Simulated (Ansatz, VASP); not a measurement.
# CoSi2: VASP beside Ansatz, part 2 of 2

Aim: how closely do two programs agree when they are given the same cell, functional and k mesh? The cell is a member of a volume series, scaled by 0.985 from a relaxed one, so a pressure remains. Other levels of theory on this material are compared in a session of their own.

VASP 6.6.1 and Ansatz 0.2.0.

So far. Step 2 (Ansatz: single point, PBE, volume scaled by 0.985): The run ends at a pressure of 3.02 GPa.

## Step 4: Comparison

Known differences besides the potentials themselves: the data sets hold 25 valence electrons in Ansatz (default PAW (the set named soft_2) files) and 17 in VASP; the cutoff is 420 eV in Ansatz and 450 eV in VASP. Total energies have different zeros and are not compared.

Both answers:

```
                                        quantity  Ansatz  VASP  difference
                                  pressure (GPa)    3.02  2.91       +0.11
pressure without Ansatz's Pulay correction (GPa)    2.94  2.91       +0.04
```

Ansatz's pressure holds a Pulay correction of 0.07 GPa; VASP's holds none.

## Step 5: Ansatz: single point, BLYP, volume scaled by 0.985

With cell and atoms fixed, the geometry can't cause a difference; cores, projectors, grids and the points listed under the comparison can. The cell compared in this pair holds 39.68 Å³, against 37.87 Å³ for the pair before.

The cell is a member of a volume series, scaled by 0.985 from a relaxed one, so a pressure remains.

input.yaml reads:

```yaml
crystal:
  lattice:
    - [0.0, 2.70721187, 2.70721187]
    - [2.70721187, 0.0, 2.70721187]
    - [2.70721187, 2.70721187, 0.0]
  atoms:
    - { symbol: Co, position: [0.0, 0.0, 0.0] }
    - { symbol: Si, position: [0.75, 0.75, 0.75] }
    - { symbol: Si, position: [0.25, 0.25, 0.25] }
hamiltonian:
  xc: blyp
  pseudopotentials: { kind: paw }
magnetization:
  spin_polarized: true
kpoints:
  mp_grid: { grid: [12, 12, 12] }
scf:
  occupations: { method: gaussian, width: 0.05 }
  n_extra_bands: 6
output:
  forces: true
  stress: true
  eigenvalues: true
```

On the command line:

```
$ ansatz run input.yaml --threads 2 --pin off --max-ram 4608MiB --backend cpu --events-out ev --progress --plain --runs-dir out
```

Numbers of over 12 decimals in the logs are rounded to 6 here.

Log:

```text
[...]
Crystal: 3 atoms, lattice volume = 39.682 Å³
Basis set: ecut = 420 eV, 749 PW (Γ), exchange–correlation on 54×54×54 points (8 copies of the dense FFT grid, shifted against one another)
Bands: 19, of which v1, the nominal top of the filled ones, is band 13 counted from 1 (12 counted from 0)
Symmetry: 48 space group operations
[...]
k-point 1 ↑: bands = [... 9 lower, 11.0045, 13.2044, 14.8320, 15.5078, 15.5078, 16.9672, 16.9672, 17.6772, ... 2 higher]
  k-point 2 ↑: bands = [... 9 lower, 10.9405, 12.9744, 14.2756, 14.7787, 14.7787, 17.0412, 17.0412, 17.7519, ... 2 higher]
  k-point 71 ↓: bands = [... 9 lower, 10.6410, 10.9686, 11.4553, 12.1862, 16.3113, 16.3113, 18.8625, 19.4227, ... 2 higher]
[key lines of the parts left out:]
SCF converged after 16 iterations
Magnetization: 0.0000 μB (12.5000 up, 12.5000 down)
Free energy (F): -6413.857701 eV
Fermi energy:    12.837978 eV
P = ⅓ Tr σ = 1.7734 GPa (17.734 kbar)
```

It took 7.1 s on 2 threads of Arm Neoverse N1, shared host; peak memory 0.36 GiB.

The run ends at a pressure of 1.77 GPa.

## Step 6: VASP: single point, BLYP, volume scaled by 0.985

The same cell, functional (in two slightly different forms), mesh and smearing now go to VASP, with its own data sets and cutoff.

The input asks for a relaxation, which ended at its first step since no free force or stress exceeded the threshold; so it serves as a single point.

INCAR reads:

```
SYSTEM = CoSi2
PREC = Accurate
ENCUT = 450
EDIFF = 1E-06
NELM = 100
ISMEAR = 0
SIGMA = 0.05
LREAL = .FALSE.
ALGO = Normal
GGA = B5
ALDAX = 1
AGGAX = 1
AGGAC = 1
ALDAC = 0
NBANDS = 16
ISPIN = 2
MAGMOM = 0 0 0
LASPH = .TRUE.
LMAXMIX = 4
LORBIT = 11
LWAVE = .FALSE.
LCHARG = .FALSE.
KPAR = 8
IBRION = 2
NSW = 30
ISIF = 4
EDIFFG = -0.01
```

POSCAR reads:

```
CoSi2
1.0
    0.0000000000      2.7072118728      2.7072118728
    2.7072118728      0.0000000000      2.7072118728
    2.7072118728      2.7072118728      0.0000000000
Co Si
1 2
Direct
    0.0000000000      0.0000000000      0.0000000000
    0.7500000000      0.7500000000      0.7500000000
    0.2500000000      0.2500000000      0.2500000000
```

KPOINTS reads:

```
Automatic mesh
0
Gamma
12 12 12
0 0 0
```

The projector-augmented-wave data sets are Co and Si (PBE family, release 64).

On the command line:

```
$ mpirun -np 8 vasp_std
```

Log:

```text
[banner, memory and clock lines left out]
running    8 mpi-ranks, on    1 nodes
[...]
[... a notice as in an earlier step ...]

|                                                                             |
|               ----> ADVICE to this user running VASP <----                  |
|                                                                             |
|     You enforced a specific xc type in the INCAR file but a different       |
|     [... a line on the potential file left out ...]
|     I HOPE YOU KNOW WHAT YOU ARE DOING!                                     |
|                                                                             |

 LDA part: xc-table for (Slater(with rela. corr.)+VWN5), standard interpolation
 POSCAR, INCAR and KPOINTS ok, starting setup
[...]
entering main loop
       N       E                     dE             d eps       ncg     rms          rms(c)
DAV:   1     0.576146851052E+02    0.57615E+02   -0.60845E+03  4632   0.892E+02
DAV:   2    -0.144803916778E+02   -0.72095E+02   -0.64640E+02  5264   0.188E+02
DAV:   3    -0.172249194118E+02   -0.27445E+01   -0.27008E+01  5888   0.407E+01
DAV:   4    -0.172739812656E+02   -0.49062E-01   -0.49033E-01  5752   0.540E+00
[...]
DAV:  12    -0.161935540309E+02   -0.15296E-04   -0.48228E-05  5104   0.516E-02    0.149E-02
DAV:  13    -0.161935516148E+02    0.24161E-05   -0.40601E-06  6344   0.334E-02    0.610E-03
DAV:  14    -0.161935517365E+02   -0.12171E-06   -0.46553E-07  2880   0.515E-03
   1 F= -.16193552E+02 E0= -.16192800E+02  d E =-.161936E+02  mag=    -0.0000
[...]
reached required accuracy - stopping structural energy minimisation
```

From OUTCAR (step 6):

```text
  Total        0.5648422      0.5648422      0.5648422     -0.0000000      0.0000000      0.0000000
  in kB       22.8055739     22.8055739     22.8055739     -0.0000000      0.0000000      0.0000000
  external PRESSURE =      22.8055739 kB  Pullay stress =       0.0000000 kB

 POSITION                                       TOTAL-FORCE (eV/Angst)
 -----------------------------------------------------------------------------------
      0.00000      0.00000      0.00000         0.000000      0.000000     -0.000000
      4.06082      4.06082      4.06082         0.000000      0.000000      0.000000
      1.35361      1.35361      1.35361        -0.000000     -0.000000     -0.000000
 -----------------------------------------------------------------------------------
    total drift:                               -0.000000     -0.000000     -0.000000

  FREE ENERGIE OF THE ION-ELECTRON SYSTEM (eV)
  ---------------------------------------------------
  free  energy   TOTEN  =       -16.1935517365 eV

  energy  without entropy=      -16.1920483100  energy(sigma->0) =      -16.19280002

 magnetization (x)
# of ion       s       p       d       tot
------------------------------------------
    1       -0.000  -0.000  -0.000  -0.000
    2        0.000   0.000   0.000   0.000
    3        0.000   0.000   0.000   0.000
--------------------------------------------------
tot         -0.000  -0.000  -0.000  -0.000

[... 2 parts as in an earlier step ...]

[... 2 further parts left out ...]
[key lines of the parts left out:]
E-fermi :  10.1600
```

## Step 7: Differences

What differs besides the data sets and the points named for the pairs above, as far as they apply: Ansatz makes its cores anew for this functional, VASP keeps those of its PBE data sets; VASP's log shows a relativistic correction to its local exchange, Ansatz's none. Total energies have different zeros and are not compared.

The two programs side by side:

```
                                        quantity  Ansatz  VASP  difference
                                  pressure (GPa)    1.77  2.28       -0.51
pressure without Ansatz's Pulay correction (GPa)    1.69  2.28       -0.59
```

Ansatz's pressure holds a Pulay correction of 0.08 GPa; VASP's holds none.

## Step 8: Results

- difference in pressure (single point, PBE, volume scaled by 0.985): 0.11 GPa
- difference in pressure (single point, BLYP, volume scaled by 0.985): -0.51 GPa

**Reading.** The difference in pressure is -0.51 GPa (single point, BLYP, volume scaled by 0.985), within the 1 GPa picked in this series as the mark of a large difference. 6 further runs of this series are not shown here. Such differences can come from data sets, numerical settings and the points named under the comparisons, not from the functional's error against experiment.

[Lines on the potential files, build, host, timing and source positions are cut from VASP's logs without a mark.]

[Logs are printed without paths, hosts, clocks, repeated set-up lines and the standing remarks that a program may print on its own settings, such as how far it seeks lower states.]

[Hosts, paths, dates, database ids (printed as entryN), source tags and the programs' standing remarks are cut or masked in the printed files.]
